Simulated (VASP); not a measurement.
All values below come from PBE GGA with D3 dispersion (Becke-Johnson damping), VASP's PBE PAW potentials (set 64) (plane waves; VASP 6.6.1).

The input files of a VASP run:

INCAR:
```
ALGO = Normal
EDIFF = 1E-6
EDIFFG = -0.01
ENCUT = 520
GGA = PE
IBRION = 2
ISIF = 3
ISMEAR = 0
IVDW = 12
LASPH = T
LCHARG = F
LMAXMIX = 4
LREAL = F
LWAVE = F
NELM = 100
NSW = 60
PREC = Accurate
SIGMA = 0.05
SYSTEM = MgSe
```

POSCAR:
```
MgSe
1
    0.0000000000     2.7300000000     2.7300000000
    2.7300000000     0.0000000000     2.7300000000
    2.7300000000     2.7300000000     0.0000000000
Mg Se
1 1
Direct
  0.0000000000   0.0000000000   0.0000000000
  0.5000000000   0.5000000000   0.5000000000
```

**KPOINTS**
```
kpoints
0
G
  8 8 8
0 0 0
```

POTCAR, in this order: Mg Se (PBE.64 set). Program: vasp_std.

What will the output report for the number of irreducible k-points (NKPTS), largest plane-wave count, number of space-group operations, FFT grid (NGX, NGY, NGZ)?

| Property | Value |
|---|---|
| number of irreducible k-points (NKPTS) | 29 |
| largest plane-wave count | 1108 |
| number of space-group operations | 48 |
| FFT grid (NGX, NGY, NGZ) | 30 × 30 × 30 |

The compound is MgSe in the rock salt structure. This run relaxes it. Symmetry was kept, so distortions that lower it aren't found.
